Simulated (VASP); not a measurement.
Ti, 2 atoms in the cell. Symmetry: P6_3/mmc, No. 194, hexagonal system. Conventional cell: a = 2.900 Å, b = 2.900 Å, c = 4.600 Å, α = 90.00°, β = 90.00°, γ = 120.00°. Around Ti (site symmetry -6m2) lie 12 Ti at 2.84 to 2.90 Å. The cell was built by a generator and needn't be a form met in nature.

* Program: VASP 6.6.1
* Task: relaxation of cell and atoms
* Functional: PBE
* Dispersion: D3(BJ)
* Potentials or basis: VASP PAW PBE potentials, release 64 (Ti_sv)
* Cutoff: 600 eV
* k mesh: 16 × 16 × 10
* Occupations: methfessel-paxton, width 0.1 eV
* Spin: no spin polarisation
* Further INCAR settings: ALGO = Normal; EDIFF = 1e-07; IBRION = 2; EDIFFG = -0.005; NSW = 40; ISIF = 3

Potentials or basis: VASP PAW PBE potentials, release 64 (Ti_sv).

Launch:

```sh
$ cat potpaw_PBE.64/Ti_sv/POTCAR > POTCAR
$ mpirun -np 1 vasp_std > vasp.out
```

Hardware: 1 thread of Intel(R) Xeon(R) 6975P-C (Granite Rapids), on a shared host.

Task: How long does it take, and how much memory?

Result: Run time: 3.2 min on 1 thread of Intel(R) Xeon(R) 6975P-C (Granite Rapids) (shared host), peak memory 0.25 GiB. Counts: scf iterations 68, k points 180, ion steps 7.
